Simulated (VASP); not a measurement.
Output of a VASP run:

**OSZICAR**
```
       N       E                     dE             d eps       ncg     rms          rms(c)
DAV:   1     0.112503064930E+03    0.11250E+03   -0.98634E+03 15502   0.155E+03
DAV:   2    -0.204080261937E+02   -0.13291E+03   -0.12931E+03 17680   0.383E+02
DAV:   3    -0.243630006951E+02   -0.39550E+01   -0.39267E+01 18951   0.612E+01
DAV:   4    -0.243999866004E+02   -0.36986E-01   -0.36966E-01 16955   0.629E+00
DAV:   5    -0.244002870772E+02   -0.30048E-03   -0.30047E-03 18295   0.583E-01    0.337E+01
DAV:   6    -0.212841332020E+02    0.31162E+01   -0.97621E+00 17460   0.322E+01    0.914E+00
DAV:   7    -0.212366243157E+02    0.47509E-01   -0.36805E-01 16145   0.551E+00    0.621E+00
DAV:   8    -0.212113549865E+02    0.25269E-01   -0.65532E-02 17605   0.234E+00    0.942E-01
DAV:   9    -0.212100339052E+02    0.13211E-02   -0.42195E-03 16470   0.483E-01    0.134E-01
DAV:  10    -0.212100110146E+02    0.22891E-04   -0.25878E-04 17910   0.216E-01    0.757E-02
DAV:  11    -0.212100092277E+02    0.17869E-05   -0.19324E-05 17260   0.422E-02    0.102E-02
DAV:  12    -0.212100081496E+02    0.10781E-05   -0.40440E-06 16330   0.203E-02    0.325E-03
DAV:  13    -0.212100081826E+02   -0.33043E-07   -0.96495E-08  7965   0.346E-03
   1 F= -.21210008E+02 E0= -.21210001E+02  d E =-.213481E-04
```

**OUTCAR**
```
------------------------ aborting loop because EDIFF is reached ----------------------------------------
  FORCE on cell =-STRESS in cart. coord.  units (eV):
  Direction    XX          YY          ZZ          XY          YZ          ZX
  --------------------------------------------------------------------------------------
  Total        1.5817471      0.8965230      4.3935982     -0.5070630      0.0000000      0.0000000
  in kB      123.9898502     70.2765639    344.4049800    -39.7476115      0.0000000      0.0000000
  external PRESSURE =     179.5571314 kB  Pullay stress =       0.0000000 kB
  volume of cell :       20.44
      direct lattice vectors                 reciprocal lattice vectors
     1.452628000 -2.540987000  0.000000000     0.344203747 -0.196773931  0.000000000
     1.452628000  2.540987000  0.000000000     0.344203747  0.196773931  0.000000000
     0.000000000  0.000000000  2.768692000     0.000000000  0.000000000  0.361181381
 POSITION                                       TOTAL-FORCE (eV/Angst)
 -----------------------------------------------------------------------------------
      0.00000      0.00000      0.00000         1.279643     -0.120334      0.000000
      1.52684      0.84700      1.38435        -1.279643      0.120334      0.000000
 -----------------------------------------------------------------------------------
    total drift:                               -0.000082     -0.000019      0.000000
  FREE ENERGIE OF THE ION-ELECTRON SYSTEM (eV)
  ---------------------------------------------------
  free  energy   TOTEN  =       -21.2100081826 eV

  energy  without entropy=      -21.2099868345  energy(sigma->0) =      -21.21000107

 total charge

# of ion       s       p       d       tot
------------------------------------------
    1        2.357   6.444   3.416  12.217
    2        0.858   1.601   0.000   2.459
--------------------------------------------------
tot          3.215   8.044   3.416  14.676
```
(Selected blocks of OUTCAR.)

**POSCAR**
```
WC
1
    1.4526280000    -2.5409870000     0.0000000000
    1.4526280000     2.5409870000     0.0000000000
    0.0000000000     0.0000000000     2.7686920000
W C
1 1
Direct
  0.0000000000   0.0000000000   0.0000000000
  0.3588770000   0.6922110000   0.5000000000
```

### Question
Write an INCAR and KPOINTS that could have produced this output.

### Answer
Several could match; the one computed here: the input of the run itself, PBE GGA + U (Dudarev), plane waves, VASP's PBE PAW potentials (set 64).

### KPOINTS
```
Regular mesh
0
gamma
 13 13 12
```

**INCAR**
```
! general
SYSTEM     =  WC
PREC       =  Accurate
ENCUT      =  520
LREAL      =  .FALSE.   ! projection in real space or not
LASPH      =  .TRUE.

! electronic loop
EDIFF      =  1E-6
NELM       =  100
ALGO       =  Normal   ! blocked Davidson
LMAXMIX    =  6   ! l cut-off of mixed one-centre charges

! smearing
ISMEAR     =  1   ! Methfessel-Paxton
SIGMA      =  0.1

! functional
GGA        =  PE

! DFT+U
LDAU       =  .TRUE.
LDAUTYPE   =  2   ! Dudarev
LDAUL      =  2 -1
LDAUU      =  1.0 0
LDAUJ      =  0 0
LDAUPRINT  =  1

! ions
ISIF       =  2

! output
LWAVE      =  .FALSE.
LCHARG     =  .FALSE.
LORBIT     =  10
```

POTCAR, in this order: W_sv C (PBE.64 set). Program: vasp_std.

The compound is WC in the wc structure. The cell was not relaxed at this level, atoms are displaced from their ideal sites. The run is one of a series of settings (LDAU = .TRUE., LDAUJ = 0 0, LDAUL = 2 -1, LDAUTYPE = 2, LDAUU = 1.0 0 against the base run), some of them coarse on purpose.
